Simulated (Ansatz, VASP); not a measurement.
# Cross-check of BaHg between VASP and Ansatz

Wanted: the spread between two codes on one cell, functional and k mesh. The cell is taken from a series of runs on this material, whose earlier steps may have relaxed, scaled, displaced or heated it; both programs get it as it stands.

Calculated with Ansatz 0.2.0; plane waves, with VASP 6.6.1 beside it; zone-centre phonons at PBEsol.

### Step 1. The structure

Symmetry: Pm-3m, No. 221, cubic system. The conventional cell has a = 4.088 Å, b = 4.088 Å, c = 4.088 Å, α = 90.00°, β = 90.00°, γ = 90.00°. Nearest to Ba lie 8 Hg at 3.54 Å. Nearest to Hg lie 8 Ba at 3.54 Å. Farther neighbours are not listed.

Coordinates:

```
Ba Hg
1.0
     4.08777    0.00000    0.00000
     0.00000    4.08777    0.00000
     0.00000    0.00000    4.08777
Ba Hg
1 1
Direct
  0.00000 0.00000 0.00000
  0.50000 0.50000 0.50000
```

### Step 2. VASP: zone-centre phonons, PBEsol

Second derivatives magnify differences that forces hide, and they need a tight electronic threshold.

Lines of VASP's logs that name or quote its potential files are left out, and so is its time.

File INCAR:

```
SYSTEM = BaHg
PREC = Accurate
ENCUT = 500
EDIFF = 1E-08
NELM = 120
ISMEAR = 1
SIGMA = 0.2
LREAL = .FALSE.
ALGO = Normal
GGA = PS
NBANDS = 17
LORBIT = 11
LWAVE = .FALSE.
LCHARG = .FALSE.
ISIF = 2
IBRION = 8
LASPH = .TRUE.
GGA_COMPAT = .FALSE.
KPAR = 2
```

File POSCAR:

```
BaHg
1.0
    4.0877726502      0.0000000000      0.0000000000
    0.0000000000      4.0877726502      0.0000000000
    0.0000000000      0.0000000000      4.0877726502
Ba Hg
1 1
Direct
    0.0000000000      0.0000000000      0.0000000000
    0.5000000000      0.5000000000      0.5000000000
```

File KPOINTS:

```
Automatic mesh
0
Gamma
12 12 12
0 0 0
```

Potentials, in the order of the species: Ba_sv and Hg (PBE family, release 64).

Command:

```sh
$ mpirun -np 2 vasp_std
```

Numbers of over 12 decimals in the logs are rounded to 6 here.

The log of the run:

```text
[banner, memory and clock lines left out]
running    2 mpi-ranks, on    1 nodes
 distrk:  each k-point on    1 cores,    2 groups
 distr:  one band on    1 cores,    1 groups

 POSCAR found type information on POSCAR BaHg
 POSCAR found :  2 types and       2 ions
|                                                                             |
|               ----> ADVICE to this user running VASP <----                  |
|                                                                             |
|     You enforced a specific xc type in the INCAR file but a different       |
|     [... a line on the potential file left out ...]
|     I HOPE YOU KNOW WHAT YOU ARE DOING!                                     |
|                                                                             |

 LDA part: xc-table for (Slater+PW92), standard interpolation
 POSCAR, INCAR and KPOINTS ok, starting setup
 FFT: planning ... GRIDC
 FFT: planning ... GRID_SOFT
 FFT: planning ... GRID
 WAVECAR not read
 entering main loop
       N       E                     dE             d eps       ncg     rms          rms(c)
DAV:   1     0.143920963864E+03    0.14392E+03   -0.10298E+04  2856   0.114E+03
DAV:   2     0.194076062733E+01   -0.14198E+03   -0.13679E+03  3441   0.264E+02
DAV:   3    -0.404413265135E+01   -0.59849E+01   -0.59313E+01  3751   0.536E+01
DAV:   4    -0.413312071030E+01   -0.88988E-01   -0.88651E-01  3583   0.520E+00
DAV:   5    -0.413477440108E+01   -0.16537E-02   -0.16533E-02  3766   0.573E-01    0.418E+00
DAV:   6    -0.383817320947E+01    0.29660E+00   -0.10208E+00  3083   0.768E+00    0.218E+00
DAV:   7    -0.382803452464E+01    0.10139E-01   -0.52296E-02  3126   0.135E+00    0.133E+00
DAV:   8    -0.382415514249E+01    0.38794E-02   -0.70258E-03  3273   0.847E-01    0.153E-01
DAV:   9    -0.382413788679E+01    0.17256E-04   -0.41222E-04  3509   0.165E-01    0.517E-02
DAV:  10    -0.382415887241E+01   -0.20986E-04   -0.52385E-05  3989   0.523E-02    0.855E-03
DAV:  11    -0.382416140817E+01   -0.25358E-05   -0.67817E-06  3545   0.166E-02    0.304E-03
DAV:  12    -0.382416125855E+01    0.14962E-06   -0.88737E-07  3837   0.609E-03    0.127E-03
DAV:  13    -0.382416120693E+01    0.51617E-07   -0.30522E-08  2608   0.986E-04    0.650E-04
DAV:  14    -0.382416114547E+01    0.61461E-07   -0.44479E-09  1660   0.558E-04    0.175E-04
DAV:  15    -0.382416113400E+01    0.11474E-07   -0.91908E-10  1531   0.160E-04    0.179E-05
DAV:  16    -0.382416113450E+01   -0.50272E-09   -0.22439E-10  1515   0.677E-05
   1 F= -.38241611E+01 E0= -.38235035E+01  d E =-.197287E-02
 Linear response reoptimize wavefunctions to high precision
DAV:   1    -0.382416113464E+01   -0.13461E-09   -0.60266E-11  1556   0.269E-05
DAV:   2    -0.382416113464E+01    0.13642E-11   -0.21467E-11  1503   0.142E-05
 Linear response DOF=           2
 Linear response progress:
  Degree of freedom:   1/  2
       N       E                     dE             d eps       ncg     rms          rms(c)
RMM:   1    -0.195484855244E+00   -0.19548E+00    0.31086E-01 12490   0.231E+00
RMM:   2    -0.201724358904E+00   -0.62395E-02   -0.28832E-02 11560   0.487E-01    0.655E-02
RMM:   3    -0.202216775746E+00   -0.49242E-03   -0.12330E-03 12251   0.135E-01    0.421E-02
RMM:   4    -0.202319944802E+00   -0.10317E-03   -0.13765E-04 12076   0.613E-02    0.121E-02
RMM:   5    -0.202404418736E+00   -0.84474E-04   -0.15401E-05 13060   0.143E-02    0.443E-03
RMM:   6    -0.202449597218E+00   -0.45178E-04   -0.23920E-06 13108   0.568E-03    0.734E-04
RMM:   7    -0.202457586993E+00   -0.79898E-05   -0.45125E-07 13517   0.156E-03    0.222E-04
RMM:   8    -0.202458614758E+00   -0.10278E-05   -0.10374E-07 13629   0.664E-04    0.929E-05
RMM:   9    -0.202457077156E+00    0.15376E-05   -0.19617E-08 14162   0.252E-04    0.153E-05
RMM:  10    -0.202457221767E+00   -0.14461E-06   -0.33132E-08 14362   0.103E-04    0.633E-06
RMM:  11    -0.202457208299E+00    0.13467E-07   -0.42599E-09 14299   0.506E-05    0.150E-06
RMM:  12    -0.202457219103E+00   -0.10804E-07   -0.57748E-09 13644   0.291E-05    0.120E-06
RMM:  13    -0.202457215190E+00    0.39132E-08   -0.24276E-09 11545   0.196E-05    0.474E-07
 first order change of Fermi-energy   0.61137E-04
 force on displaced ion       1 direction 1 :  -1.741  -0.000   0.000
 Linear response progress:
  Degree of freedom:   2/  2
       N       E                     dE             d eps       ncg     rms          rms(c)
RMM:   1    -0.376506085207E+00   -0.37651E+00   -0.15487E-01 10954   0.216E+00
RMM:   2    -0.376761639540E+00   -0.25555E-03   -0.76075E-04 10682   0.164E-01    0.347E-02
RMM:   3    -0.376561126531E+00    0.20051E-03   -0.10575E-04 11661   0.431E-02    0.178E-02
RMM:   4    -0.376434165191E+00    0.12696E-03   -0.36337E-05 11558   0.314E-02    0.593E-03
RMM:   5    -0.376435892970E+00   -0.17278E-05   -0.40704E-06 11751   0.922E-03    0.112E-03
RMM:   6    -0.376416264352E+00    0.19629E-04   -0.68488E-07 13349   0.301E-03    0.664E-04
RMM:   7    -0.376410957102E+00    0.53072E-05   -0.42963E-08 12808   0.127E-03    0.153E-04
RMM:   8    -0.376409829595E+00    0.11275E-05   -0.15573E-08 13419   0.436E-04    0.352E-05
RMM:   9    -0.376409669715E+00    0.15988E-06    0.17341E-08 14680   0.135E-04    0.257E-05
RMM:  10    -0.376409694128E+00   -0.24413E-07    0.32906E-08 13151   0.735E-05    0.137E-05
RMM:  11    -0.376409732729E+00   -0.38601E-07    0.10945E-08 13547   0.393E-05    0.164E-06
RMM:  12    -0.376409729720E+00    0.30089E-08    0.56038E-09 13419   0.203E-05    0.806E-07
 first order change of Fermi-energy  -0.12462E-03
 force on displaced ion       2 direction 1 :  -1.723   0.000  -0.000
 Linear response finished
```

Parts of OUTCAR (step 2):

```text
ion  position               nearest neighbor table
   1  0.000  0.000  0.000-   2 3.54   2 3.54   2 3.54   2 3.54   2 3.54   2 3.54   2 3.54   2 3.54

  LATTYP: Found a simple cubic cell.
 ALAT       =     4.0877726502

 Subroutine GETGRP returns: Found 48 space group operations
 (whereof 48 operations were pure point group operations)

The static configuration has the point symmetry O_h .

 Found     84 irreducible k-points:

   k-points           NKPTS =     84   k-points in BZ     NKDIM =     84   number of bands    NBANDS=     17

   dimension x,y,z NGX =    30 NGY =   30 NGZ =   30
   dimension x,y,z NGXF=    60 NGYF=   60 NGZF=   60

   ENCUT  =  500.0 eV  36.75 Ry    6.06 a.u.   7.45  7.45  7.45*2*pi/ulx,y,z

   NELECT =      22.0000    total number of electrons

 k-points in reciprocal lattice and weights: Automatic mesh
   0.00000000  0.00000000  0.00000000       0.001
   0.08333333  0.00000000  0.00000000       0.003
   0.16666667  0.00000000  0.00000000       0.003
   0.25000000  0.00000000  0.00000000       0.003
   0.33333333  0.00000000  0.00000000       0.003
   0.41666667  0.00000000  0.00000000       0.003
   0.50000000  0.00000000  0.00000000       0.002
   0.08333333  0.08333333  0.00000000       0.007
   0.16666667  0.08333333  0.00000000       0.014
[...]
0.50000000  0.50000000  0.41666667       0.003
   0.50000000  0.50000000  0.50000000       0.001

 average (electrostatic) potential at core
       1 -37.4427       2 -40.7507

  Total        0.1637702      0.1637702      0.1637702      0.0000000     -0.0000000     -0.0000000
  in kB        3.8413632      3.8413632      3.8413632      0.0000000     -0.0000000     -0.0000000
  external PRESSURE =       3.8413632 kB  Pullay stress =       0.0000000 kB

  energy-cutoff  :      500.00
  volume of cell :       68.31
      direct lattice vectors                 reciprocal lattice vectors
     4.087772650  0.000000000  0.000000000     0.244632000  0.000000000  0.000000000
     0.000000000  4.087772650  0.000000000     0.000000000  0.244632000  0.000000000
     0.000000000  0.000000000  4.087772650     0.000000000  0.000000000  0.244632000

 POSITION                                       TOTAL-FORCE (eV/Angst)
 -----------------------------------------------------------------------------------
      0.00000      0.00000      0.00000         0.000000      0.000000      0.000000
      2.04389      2.04389      2.04389         0.000000      0.000000      0.000000
 -----------------------------------------------------------------------------------
    total drift:                                0.000000      0.000000      0.000000

 Eigenvectors and eigenvalues of the dynamical matrix
 ----------------------------------------------------

   1 f  =    2.279867 THz    14.324825 2PiTHz   76.048167 cm-1     9.428767 meV
             X         Y         Z           dx          dy          dz
      0.000000  0.000000  0.000000    -0.000000   -0.000000    0.772056
      2.043886  2.043886  2.043886     0.000000    0.000000   -0.635554

   2 f  =    2.279867 THz    14.324825 2PiTHz   76.048167 cm-1     9.428767 meV
             X         Y         Z           dx          dy          dz
      0.000000  0.000000  0.000000    -0.000000    0.772056    0.000000
      2.043886  2.043886  2.043886     0.000000   -0.635554   -0.000000

   3 f  =    2.279867 THz    14.324825 2PiTHz   76.048167 cm-1     9.428767 meV
             X         Y         Z           dx          dy          dz
      0.000000  0.000000  0.000000     0.772056    0.000000    0.000000
      2.043886  2.043886  2.043886    -0.635554   -0.000000    0.000000

   4 f/i=    0.005720 THz     0.035940 2PiTHz    0.190798 cm-1     0.023656 meV
             X         Y         Z           dx          dy          dz
      0.000000  0.000000  0.000000    -0.004612    0.577016    0.266385
      2.043886  2.043886  2.043886    -0.005602    0.700945    0.323598

   5 f/i=    0.005720 THz     0.035940 2PiTHz    0.190798 cm-1     0.023656 meV
             X         Y         Z           dx          dy          dz
      0.000000  0.000000  0.000000     0.026886   -0.265976    0.576596
      2.043886  2.043886  2.043886     0.032660   -0.323101    0.700435

   6 f/i=    0.005720 THz     0.035940 2PiTHz    0.190798 cm-1     0.023656 meV
             X         Y         Z           dx          dy          dz
      0.000000  0.000000  0.000000     0.634969    0.015453   -0.022480
      2.043886  2.043886  2.043886     0.771345    0.018772   -0.027308

 ELASTIC MODULI CONTR FROM IONIC RELAXATION (kBar)
 Direction    XX          YY          ZZ          XY          YZ          ZX
 --------------------------------------------------------------------------------
 XX           0.0000      0.0000      0.0000      0.0000      0.0000      0.0000
 YY           0.0000      0.0000      0.0000      0.0000      0.0000      0.0000
 ZZ           0.0000      0.0000      0.0000      0.0000      0.0000      0.0000
 XY           0.0000      0.0000      0.0000      0.0000      0.0000      0.0000
 YZ           0.0000      0.0000      0.0000      0.0000      0.0000      0.0000
 ZX           0.0000      0.0000      0.0000      0.0000      0.0000      0.0000
 --------------------------------------------------------------------------------
```

Harder data sets than Ba_sv exist (the GW ones), and pressures, volumes and forces can shift noticeably with them.

(Part 1 of 2 ends here.)

[Lines on the potential files, build, host, timing and source positions are cut from VASP's logs without a mark.]

[Logs are printed without paths, hosts, clocks, repeated set-up lines and the standing remarks that a program may print on its own settings, such as how far it seeks lower states.]

[Hosts, paths, dates, database ids (printed as entryN), source tags and the programs' standing remarks are cut or masked in the printed files.]
